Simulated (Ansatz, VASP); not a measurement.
# Cross-check of Si19H30C19 (SiC wire along [111], 38 atoms a period, H-terminated) between VASP and Ansatz

Aim: how closely do two programs agree when they are given the same cell, functional and k mesh? The cell is taken from a series of runs on this material, whose earlier steps may have relaxed, scaled, displaced or heated it; both programs get it as it stands.

Main program and level: Ansatz 0.2.0; plane waves, with VASP 6.6.1 beside it; single point at PBE.

## (1) The structure

The cell holds 68 atoms: 19 Si, 19 C and 30 H. Its edges and angles: a = 15.395 Å, b = 16.394 Å, c = 7.670 Å, α = 90.0°, β = 90.0°, γ = 90.0°. Vacuum lies along a and b. The structure's axis is c.

## (2) VASP: single point, PBE

With cell and atoms fixed, the geometry can't cause a difference; cores, projectors, grids and the points listed under the comparison can.

Lines of VASP's logs that name or quote its potential files are left out, and so is its time.

Input file INCAR:

```
SYSTEM = Si19H30C19
PREC = Accurate
ENCUT = 520
EDIFF = 1E-06
NELM = 120
ISMEAR = -1
SIGMA = 0.05
LREAL = Auto
ALGO = Normal
GGA = PE
NBANDS = 144
LORBIT = 11
LWAVE = .FALSE.
LCHARG = .FALSE.
ISIF = 2
LASPH = .TRUE.
GGA_COMPAT = .FALSE.
EFERMI = MIDGAP
KPAR = 4
```

Input file POSCAR:

```
Si19H30C19
1.0
   15.3950000000      0.0000000000      0.0000000000
    0.0000000000     16.3940000000      0.0000000000
    0.0000000000      0.0000000000      7.6695985455
Si C H
19 19 30
Direct
    0.3992355830      0.4554604040      0.0018577630
    0.5000000000      0.2915342490      0.0007680130
    0.6007644170      0.4554604040      0.0018577630
    0.2994633090      0.4013465530      0.3376043660
    0.3988094000      0.5649552280      0.3347965980
    0.5000000000      0.4003672550      0.3348001740
    0.5000000000      0.7275575040      0.3375871730
    0.6011906000      0.5649552280      0.3347965980
    0.7005366910      0.4013465530      0.3376043660
    0.2995913710      0.5098998370      0.6693510450
    0.3996214430      0.3471953150      0.6693559240
    0.3999706830      0.6731759430      0.6693439610
    0.5000000000      0.5100926130      0.6681028980
    0.6000293170      0.6731759430      0.6693439610
    0.6003785570      0.3471953150      0.6693559240
    0.7004086290      0.5098998370      0.6693510450
    0.2984283620      0.6193750530      0.0007418910
    0.5000000000      0.6193572780      0.0018610650
    0.7015716380      0.6193750530      0.0007418910
    0.2996847130      0.6186729090      0.2459882280
    0.3990473940      0.4553399960      0.2507220130
    0.5000000000      0.2928714850      0.2460073780
    0.5000000000      0.6195373490      0.2507217760
    0.6009526060      0.4553399960      0.2507220130
    0.7003152870      0.6186729090      0.2459882280
    0.3006278840      0.4019767190      0.5826317560
    0.3991106890      0.5647738560      0.5833585960
    0.5000000000      0.4006712020      0.5833610200
    0.5000000000      0.7262680190      0.5826166520
    0.6008893110      0.5647738560      0.5833585960
    0.6993721160      0.4019767190      0.5826317560
    0.3007365810      0.5114367650      0.9149631970
    0.4016234310      0.3473380610      0.9149703880
    0.3991104660      0.6714466800      0.9149591870
    0.5000000000      0.5100755710      0.9178013560
    0.6008895340      0.6714466800      0.9149591870
    0.5983765690      0.3473380610      0.9149703880
    0.6992634190      0.5114367650      0.9149631970
    0.2179863340      0.4412568340      0.2723410060
    0.2955699350      0.3151171630      0.2723652950
    0.4224178300      0.7737834630      0.2723051580
    0.5775821700      0.7737834630      0.2723051580
    0.7044300650      0.3151171630      0.2723652950
    0.7820136660      0.4412568340      0.2723410060
    0.2403747530      0.5886756280      0.2939610750
    0.2977055400      0.6819064170      0.2939590800
    0.4426685480      0.2596602260      0.2939994720
    0.5573314520      0.2596602260      0.2939994720
    0.7022944600      0.6819064170      0.2939590800
    0.7596252470      0.5886756280      0.2939610750
    0.2188434000      0.5522380080      0.6068346800
    0.3205040960      0.7176006740      0.6068317650
    0.3983338470      0.2603342420      0.6068804300
    0.6016661530      0.2603342420      0.6068804300
    0.6794959040      0.7176006740      0.6068317650
    0.7811566000      0.5522380080      0.6068346800
    0.2419032700      0.3701379930      0.6294540280
    0.5000000000      0.7899510170      0.6294063820
    0.7580967300      0.3701379930      0.6294540280
    0.2187366680      0.6625438600      0.9354677710
    0.5000000000      0.2051021510      0.9355460300
    0.7812633320      0.6625438600      0.9354677710
    0.2416560070      0.4797664250      0.9606689650
    0.3428684920      0.3151400390      0.9606832040
    0.3987871190      0.7353334840      0.9606416320
    0.6012128810      0.7353334840      0.9606416320
    0.6571315080      0.3151400390      0.9606832040
    0.7583439930      0.4797664250      0.9606689650
```

Input file KPOINTS:

```
Automatic mesh
0
Gamma
1 1 11
0 0 0
```

PAW data sets: Si, C and H (PBE family, release 64).

Run with:

```
$ mpirun -np 8 vasp_std
```

Numbers of over 12 decimals in the logs are rounded to 6 here.

Log:

```text
[banner, memory and clock lines left out]
running    8 mpi-ranks, on    1 nodes
[...]
|                                                                             |
|           W    W    AA    RRRRR   N    N  II  N    N   GGGG   !!!           |
|           W    W   A  A   R    R  NN   N  II  NN   N  G    G  !!!           |
|           W    W  A    A  R    R  N N  N  II  N N  N  G       !!!           |
|           W WW W  AAAAAA  RRRRR   N  N N  II  N  N N  G  GGG   !            |
|           WW  WW  A    A  R   R   N   NN  II  N   NN  G    G                |
|           W    W  A    A  R    R  N    N  II  N    N   GGGG   !!!           |
|                                                                             |
|     For optimal performance we recommend to set                             |
|       NCORE = 2 up to number-of-cores-per-socket                            |
|     NCORE specifies how many cores store one orbital (NPAR=cpu/NCORE).      |
|     This setting can greatly improve the performance of VASP for DFT.       |
|     The default, NCORE=1 might be grossly inefficient on modern             |
|     multi-core architectures or massively parallel machines. Do your        |
|     Unfortunately you need to use the default for GW and RPA                |
|     calculations (for HF NCORE is supported but not extensively tested      |
|     yet).                                                                   |
|                                                                             |

 LDA part: xc-table for (Slater+PW92), standard interpolation
 POSCAR, INCAR and KPOINTS ok, starting setup
[...]
entering main loop
       N       E                     dE             d eps       ncg     rms          rms(c)
DAV:   1     0.110535090551E+04    0.11054E+04   -0.63403E+04  1744   0.952E+02
DAV:   2    -0.217322843801E+03   -0.13227E+04   -0.12619E+04  2488   0.208E+02
DAV:   3    -0.423429845809E+03   -0.20611E+03   -0.20407E+03  2256   0.793E+01
DAV:   4    -0.435511805678E+03   -0.12082E+02   -0.12044E+02  2376   0.222E+01
[...]
DAV:  24    -0.389162978682E+03   -0.19352E-05   -0.32502E-07  1648   0.112E-03    0.612E-04
DAV:  25    -0.389162979928E+03   -0.12466E-05   -0.98335E-08  1456   0.591E-04    0.432E-04
DAV:  26    -0.389162980767E+03   -0.83919E-06   -0.68742E-08  1552   0.558E-04
   1 F= -.38916298E+03 E0= -.38916298E+03  d E =-.692744E-14
```

From OUTCAR (step 2):

```text
 POSITION                                       TOTAL-FORCE (eV/Angst)
 -----------------------------------------------------------------------------------
      6.14623      7.46682      0.01425        -0.000821      0.002868     -0.007564
      7.69750      4.77941      0.00589         0.000000     -0.008961     -0.004310
      9.24877      7.46682      0.01425         0.000821      0.002868     -0.007564
      4.61024      6.57968      2.58929        -0.004778     -0.005616     -0.010364
      6.13967      9.26188      2.56776        -0.006251      0.006235     -0.003296
      7.69750      6.56362      2.56778         0.000000     -0.007684     -0.006407
      7.69750     11.92758      2.58916         0.000000      0.001474     -0.008197
      9.25533      9.26188      2.56776         0.006251      0.006235     -0.003296
     10.78476      6.57968      2.58929         0.004778     -0.005616     -0.010364
      4.61221      8.35930      5.13365        -0.010076      0.004300     -0.004245
      6.15217      5.69192      5.13369        -0.003622     -0.010519     -0.005258
      6.15755     11.03605      5.13360        -0.007222      0.004258     -0.005109
      7.69750      8.36246      5.12408         0.000000      0.003680     -0.007041
      9.23745     11.03605      5.13360         0.007222      0.004258     -0.005109
[...]
-----------------------------------------------------------------------------------
    total drift:                                0.000000      0.020299      0.040920

  FREE ENERGIE OF THE ION-ELECTRON SYSTEM (eV)
  ---------------------------------------------------
  free  energy   TOTEN  =      -389.1629807675 eV

  energy  without entropy=     -389.1629807675  energy(sigma->0) =     -389.16298077

[... 1 further part left out ...]
```

## (3) Ansatz: single point, PBE

Ansatz runs on its PAW soft_1 files.

The same cell, functional, mesh and smearing now go to Ansatz, which takes its cutoff from its data sets.

Input file input.yaml:

```yaml
crystal:
  lattice:
    - [15.395, 0.0, 0.0]
    - [0.0, 16.394, 0.0]
    - [0.0, 0.0, 7.6695985455]
  atoms:
    - { symbol: Si, position: [0.399235583, 0.455460404, 0.001857763] }
    - { symbol: Si, position: [0.5, 0.291534249, 0.000768013] }
    - { symbol: Si, position: [0.600764417, 0.455460404, 0.001857763] }
    - { symbol: C, position: [0.299684713, 0.618672909, 0.245988228] }
    - { symbol: C, position: [0.399047394, 0.455339996, 0.250722013] }
    - { symbol: C, position: [0.5, 0.292871485, 0.246007378] }
    - { symbol: C, position: [0.5, 0.619537349, 0.250721776] }
    - { symbol: C, position: [0.600952606, 0.455339996, 0.250722013] }
    - { symbol: C, position: [0.700315287, 0.618672909, 0.245988228] }
    - { symbol: H, position: [0.217986334, 0.441256834, 0.272341006] }
    - { symbol: H, position: [0.295569935, 0.315117163, 0.272365295] }
    - { symbol: H, position: [0.42241783, 0.773783463, 0.272305158] }
    - { symbol: H, position: [0.57758217, 0.773783463, 0.272305158] }
    - { symbol: H, position: [0.704430065, 0.315117163, 0.272365295] }
    - { symbol: H, position: [0.782013666, 0.441256834, 0.272341006] }
    - { symbol: H, position: [0.240374753, 0.588675628, 0.293961075] }
    - { symbol: H, position: [0.29770554, 0.681906417, 0.29395908] }
    - { symbol: H, position: [0.442668548, 0.259660226, 0.293999472] }
    - { symbol: H, position: [0.557331452, 0.259660226, 0.293999472] }
    - { symbol: H, position: [0.70229446, 0.681906417, 0.29395908] }
    - { symbol: H, position: [0.759625247, 0.588675628, 0.293961075] }
    - { symbol: Si, position: [0.299463309, 0.401346553, 0.337604366] }
    - { symbol: Si, position: [0.3988094, 0.564955228, 0.334796598] }
    - { symbol: Si, position: [0.5, 0.400367255, 0.334800174] }
    - { symbol: Si, position: [0.5, 0.727557504, 0.337587173] }
    - { symbol: Si, position: [0.6011906, 0.564955228, 0.334796598] }
    - { symbol: Si, position: [0.700536691, 0.401346553, 0.337604366] }
    - { symbol: C, position: [0.300627884, 0.401976719, 0.582631756] }
    - { symbol: C, position: [0.399110689, 0.564773856, 0.583358596] }
    - { symbol: C, position: [0.5, 0.400671202, 0.58336102] }
    - { symbol: C, position: [0.5, 0.726268019, 0.582616652] }
    - { symbol: C, position: [0.600889311, 0.564773856, 0.583358596] }
    - { symbol: C, position: [0.699372116, 0.401976719, 0.582631756] }
    - { symbol: H, position: [0.2188434, 0.552238008, 0.60683468] }
    - { symbol: H, position: [0.320504096, 0.717600674, 0.606831765] }
    - { symbol: H, position: [0.398333847, 0.260334242, 0.60688043] }
    - { symbol: H, position: [0.601666153, 0.260334242, 0.60688043] }
    - { symbol: H, position: [0.679495904, 0.717600674, 0.606831765] }
    - { symbol: H, position: [0.7811566, 0.552238008, 0.60683468] }
    - { symbol: H, position: [0.24190327, 0.370137993, 0.629454028] }
    - { symbol: H, position: [0.5, 0.789951017, 0.629406382] }
    - { symbol: H, position: [0.75809673, 0.370137993, 0.629454028] }
    - { symbol: Si, position: [0.299591371, 0.509899837, 0.669351045] }
    - { symbol: Si, position: [0.399621443, 0.347195315, 0.669355924] }
    - { symbol: Si, position: [0.399970683, 0.673175943, 0.669343961] }
    - { symbol: Si, position: [0.5, 0.510092613, 0.668102898] }
    - { symbol: Si, position: [0.600029317, 0.673175943, 0.669343961] }
    - { symbol: Si, position: [0.600378557, 0.347195315, 0.669355924] }
    - { symbol: Si, position: [0.700408629, 0.509899837, 0.669351045] }
    - { symbol: C, position: [0.300736581, 0.511436765, 0.914963197] }
    - { symbol: C, position: [0.401623431, 0.347338061, 0.914970388] }
    - { symbol: C, position: [0.399110466, 0.67144668, 0.914959187] }
    - { symbol: C, position: [0.5, 0.510075571, 0.917801356] }
    - { symbol: C, position: [0.600889534, 0.67144668, 0.914959187] }
    - { symbol: C, position: [0.598376569, 0.347338061, 0.914970388] }
    - { symbol: C, position: [0.699263419, 0.511436765, 0.914963197] }
    - { symbol: H, position: [0.218736668, 0.66254386, 0.935467771] }
    - { symbol: H, position: [0.5, 0.205102151, 0.93554603] }
    - { symbol: H, position: [0.781263332, 0.66254386, 0.935467771] }
    - { symbol: H, position: [0.241656007, 0.479766425, 0.960668965] }
    - { symbol: H, position: [0.342868492, 0.315140039, 0.960683204] }
    - { symbol: H, position: [0.398787119, 0.735333484, 0.960641632] }
    - { symbol: H, position: [0.601212881, 0.735333484, 0.960641632] }
    - { symbol: H, position: [0.657131508, 0.315140039, 0.960683204] }
    - { symbol: H, position: [0.758343993, 0.479766425, 0.960668965] }
    - { symbol: Si, position: [0.298428362, 0.619375053, 0.000741891] }
    - { symbol: Si, position: [0.5, 0.619357278, 0.001861065] }
    - { symbol: Si, position: [0.701571638, 0.619375053, 0.000741891] }
kpoints:
  mp_grid: { grid: [1, 1, 11] }
  band_path: { path: ["Γ", Z], npoints: 90 }
scf:
  occupations: { method: fermi_dirac, width: 0.05 }
hamiltonian:
  xc: pbe
  pseudopotentials: { kind: paw, azcp: { folder: soft_1 } }
output:
  dos: { e_range: [-5, 4] }
  write_potential: true
  write_density: true
  volumetric_format: npy
```

Run with:

```
$ ansatz run input.yaml --threads 8 --pin off --max-ram 16384MiB --backend cpu --events-out ev --progress --plain --runs-dir out
```

Log:

```text
Engine: ansatz 0.2.0, aarch64-unknown-linux-gnu
Pseudopotentials: kind: paw
Pseudopotential: Si, paw, valence charge 4, recommended cutoff 420 eV (normal), soft_1/Si.paw.azcp
Pseudopotential: C, paw, valence charge 4, recommended cutoff 420 eV (normal), soft_1/C.paw.azcp
Pseudopotential: H, paw, valence charge 1, recommended cutoff 420 eV (normal), soft_1/H.paw.azcp
Functional definition: PBE
  parameter kappa = 0.804
  parameter beta = 0.066725
  exchange = pbe_x(kappa = kappa, mu = beta*pi^2/3)
  correlation = pbe_c(beta = beta)
Crystal: 68 atoms, lattice volume = 1935.696 Å³
Basis set: ecut = 420 eV, 37913 PW (Γ)
Bands: 159, of which v1, the nominal top of the filled ones, is band 91 counted from 1 (90 counted from 0)
Symmetry: 2 space group operations
Space group: Pm (ITA 6), of the structure as read, at distance tolerance 1.2e-4 Å
k-points: 6 of 11 (time reversal used)
Non-local potential: Si, projectors of the file, l = 0: 2, l = 1: 2, l = 2: 1
Non-local potential: C, projectors of the file, l = 0: 2, l = 1: 2, l = 2: 1
Non-local potential: H, projectors of the file, l = 0: 2, l = 1: 1
PAW form: soft (Blöchl's): semilocal exchange-correlation on the pseudo side does not see the compensation charge
PAW one-centre angular grid: Si, 110 points (default); XC on 64 Gauss nodes
PAW one-centre angular grid: C, 110 points (default); XC on 64 Gauss nodes
PAW one-centre angular grid: H, 110 points (default); XC on 64 Gauss nodes
Initial density: superposition of atomic densities (neutral atoms: chi_scale 0, normalization atom)
Initial wavefunctions: pseudopotential atomic-orbital guess
Functional: x = pbe(κ = 0.804, μ = 0.219515), c = pbe(β = 0.066725)
SCF iter   1: F=—  HF=-17379.229802 eV  |F-HF|=—  |Δ(HF+E_count)|=         —  Δρ=7.68e-2  dr2=1.44e2  ethr=3.10e-3  ⟨swp⟩=8.5  Hψ=5981  notcnv=0  defer=149
preconditioner: auto → Resta (q_TF=auto, 1.840 Å⁻¹)  ε∞=1.7  [insulator: Δε(μ)=5.060 eV  Ē_g=13.348 eV  σ=0.050 eV  W_gap=1.00  n_scr=200 (ndim 8)  ℏωp=11.4 eV  f_vac=0.564  D(μ)=0.00/eV (n_scr^D=0)  ε∞_Penn≈1.7  vacuum switching on, ρ_ref=1.3e-2 e/Å³]
SCF iter   2: F=—  HF=-17336.403696 eV  |F-HF|=—  |Δ(HF+E_count)|=    4.28e1  Δρ=2.81e-2  dr2=1.02e1  ethr=3.10e-3  ⟨swp⟩=4.5  Hψ=2346  notcnv=0  defer=367
SCF iter   3: F=—  HF=-17334.144818 eV  |F-HF|=—  |Δ(HF+E_count)|=    2.26e0  Δρ=1.15e-2  dr2=2.15e0  ethr=3.10e-3  ⟨swp⟩=3.0  Hψ=1412  notcnv=0  defer=363
SCF iter   4: F=—  HF=-17333.796352 eV  |F-HF|=—  |Δ(HF+E_count)|=   3.48e-1  Δρ=2.44e-3  dr2=4.35e-1  ethr=1.18e-3  ⟨swp⟩=5.0  Hψ=1270  notcnv=0  defer=363
SCF iter   5: F=—  HF=-17333.704402 eV  |F-HF|=—  |Δ(HF+E_count)|=   9.20e-2  Δρ=9.31e-4  dr2=9.36e-3  ethr=2.39e-4  ⟨swp⟩=4.5  Hψ=1427  notcnv=0  defer=362
SCF iter   6: F=—  HF=-17333.709765 eV  |F-HF|=—  |Δ(HF+E_count)|=   5.36e-3  Δρ=3.36e-4  dr2=2.67e-3  ethr=5.14e-6  ⟨swp⟩=2.0  Hψ=1209  notcnv=0  defer=362
SCF iter   7: F=—  HF=-17333.709633 eV  |F-HF|=—  |Δ(HF+E_count)|=   1.32e-4  Δρ=6.22e-5  dr2=1.21e-4  ethr=1.47e-6  ⟨swp⟩=2.0  Hψ=1099  notcnv=0  defer=362
SCF iter   8: F=—  HF=-17333.709650 eV  |F-HF|=—  |Δ(HF+E_count)|=   1.67e-5  Δρ=2.32e-5  dr2=1.19e-5  ethr=6.63e-8  ⟨swp⟩=2.0  Hψ=1116  notcnv=0  defer=362
SCF iter   9: F=—  HF=-17333.710001 eV  |F-HF|=—  |Δ(HF+E_count)|=   3.51e-4  Δρ=8.09e-6  dr2=1.83e-6  ethr=6.55e-9  ⟨swp⟩=2.0  Hψ=1300  notcnv=0  defer=362
SCF iter  10: F=—  HF=-17333.710001 eV  |F-HF|=—  |Δ(HF+E_count)|=   2.36e-7  Δρ=2.16e-6  dr2=1.02e-7  ethr=1.00e-9  ⟨swp⟩=2.0  Hψ=1053  notcnv=0  defer=362
SCF iter  11: F=-17333.710001 eV  HF=-17333.710001 eV  |F-HF|=3.96e-9  |Δ(HF+E_count)|=   5.15e-8  Δρ=7.52e-7  dr2=1.07e-8  ethr=5.49e-11  ⟨swp⟩=23.3  Hψ=8459  notcnv=0
SCF 1 converged in 11 iterations: F = -17333.710001 eV  dr2 = 1.07e-8
  greatest PAW one-centre occupation: 0.651 electrons in one spin orbital (limit 2), on the C atom at site 5 (counted from 0), in its partial waves of l = 0
NSCF: frozen V_eff on 91 k-points
WARN: The output density's exchange-correlation potential varies sharply where the density is thin. Do not read a vacuum level from v_tot or v_xc, or from such a field of the output density. On a cell that repeats whose density bears no net charge and no dipole along the vacuum's axis use v_es (v_loc + v_h of the components); under efield.dipole_correction with no amplitude use v_es + v_field, which holds any externa [...]
SCF converged after 11 iterations
Free energy (F): -17333.710001 eV
Harris-Foulkes:  -17333.710001 eV  (|F-HF|=3.96e-9)
Internal energy: -17333.710001 eV  (E = F + TS)
E sigma→0 (E₀):  -17333.710001 eV
Fermi energy:    -0.714819 eV
--- Per-component energies (eV) ---
  E_band       = -1365.869669
  E_kinetic    = 2904.997165
  E_local      = -43303.707808  (includes V_loc(G=0)·N_el)
  E_nonlocal   = 879.433107
  E_hartree    = 20370.367590
  E_xc         = -2257.509886
  E_vxc        = -2384.820109  (∫ρ·V_xc dr)
  E_paw        = -11640.350383  (= ΣΔE_a)
  E_vpaw       = -202.479401  (= ΣTr[D̂ρ^β])
  E_aug_tail   = -0.029622  (compensation charges beyond the density's cutoff)
  E_ewald      = 15713.089837
  E_smearing   = -0.000000  (= −TS)
  E_closure    = 0.000000  (closes the sum)
  Σ components = -17333.710001   (vs F -17333.710001, Δ=0.00e0)
--- Band table (eV; the first three rows and the last of 6) ---
  k-point 0: bands = [... 87 lower, -2.8186, -2.7075, -2.7065, -2.3509, 0.9213, 1.1837, 1.1953, 2.2409, ... 64 higher]
  k-point 1: bands = [... 87 lower, -2.8313, -2.7134, -2.7120, -2.4008, 0.9722, 1.2099, 1.2217, 2.2584, ... 64 higher]
  k-point 2: bands = [... 87 lower, -2.8805, -2.7279, -2.7259, -2.5482, 1.1149, 1.2923, 1.3048, 2.3097, ... 64 higher]
  k-point 5: bands = [... 87 lower, -2.9467, -2.9444, -2.7955, -2.7926, 1.8118, 1.8576, 1.8721, 2.1375, ... 64 higher]
```

## (4) Comparison

Known differences besides the potentials themselves: the cutoff is 420 eV in Ansatz and 520 eV in VASP (PREC = Accurate, projectors in real space). Total energies have different zeros and are not compared.

The two programs side by side:

```tsv
quantity	Ansatz	VASP	difference
gap on the k mesh (eV)	3.272	3.271	+0.001
```

A gap on the mesh is an upper bound, since the band edges may lie between its points.

## (5) Summary of results

- difference in gap on the k mesh (single point, PBE): 0.0014 eV

In words: The difference in gap on the k mesh is 0.0014 eV (single point, PBE), within the 0.08 eV picked in this series as the mark of a large difference. Such differences can come from data sets, numerical settings and the points named under the comparisons, not from the functional's error against experiment.

[Lines on the potential files, build, host, timing and source positions are cut from VASP's logs without a mark.]

[Logs are printed without paths, hosts, clocks, repeated set-up lines and the standing remarks that a program may print on its own settings, such as how far it seeks lower states.]

[Hosts, paths, dates, database ids (printed as entryN), source tags and the programs' standing remarks are cut or masked in the printed files.]
